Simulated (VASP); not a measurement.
Input:

```yaml
crystal:
  lattice:
    - [0.00000, 2.21313, 2.21313]
    - [2.21313, 0.00000, 2.21313]
    - [2.21313, 2.21313, 0.00000]
  atoms:
    - { symbol: Si, position: [0.00000, 0.00000, 0.00000] }
    - { symbol: C, position: [0.25000, 0.25000, 0.25000] }
```

Level of theory: vdW-DF2, VASP's PBE PAW potentials (set 64) (plane waves; VASP). Run with 520 eV cut-off, Gaussian smearing of 0.050 eV, potentials Si C.

Problem. Give the energies of bands 2 to 6 at the high-symmetry points, in eV from the valence-band maximum.

Solution. 
```csv
band,Γ,X,U,L,W
2,0.00,-7.56,-7.10,-8.06,-6.93
3,0.00,-3.02,-5.07,-1.04,-4.57
4,0.00,-3.02,-2.46,-1.04,-4.28
5,5.94,1.96,3.54,5.19,5.54
6,7.12,4.48,7.71,7.34,8.95
```

The gap is indirect, 1.96 eV, from the valence maximum at Γ to the conduction minimum at X.

Measured: gap 2.53 eV (computed value off by -0.57 eV), as given by Wei Chen et al., Physical Review Materials (2018), doi:10.1103/physrevmaterials.2.073803 [zero-point renormalisation of 0.11 eV added back (the table's ZPR column)].

The compound is SiC in the zinc blende structure. It was relaxed first.
